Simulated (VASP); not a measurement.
Data:

```xyz
2
Lattice="4.5042 0.0000 0.0000 0.0000 4.5762 0.0000 0.0000 0.0000 4.6052" Properties=species:S:1:pos:R:3 pbc="T T T"
Cs     0.0000     0.0000     0.0000
I      2.3046     2.2881     2.3026
```

Method: TPSS meta-GGA, VASP's PBE PAW potentials (set 64) (plane waves; VASP 6.6.1). Numerical set-up: 400 eV cut-off, 5×5×5 Γ-centred mesh, Gaussian smearing of 0.050 eV, potentials Cs_sv I.

Question: Predict the energy per atom (σ→0).

Answer: 
| Quantity | Value |
|---|---|
| energy per atom (σ→0) | -1027.5 kJ/mol of atoms |

Only differences to runs with the same potentials and settings are physical.

The compound is CsI in the CsCl type structure. The cell was not relaxed at this level, atoms are displaced from their ideal sites. The run is one of a series of settings (GGA removed, LMIXTAU = .TRUE., METAGGA = TPSS against the base run), some of them coarse on purpose.
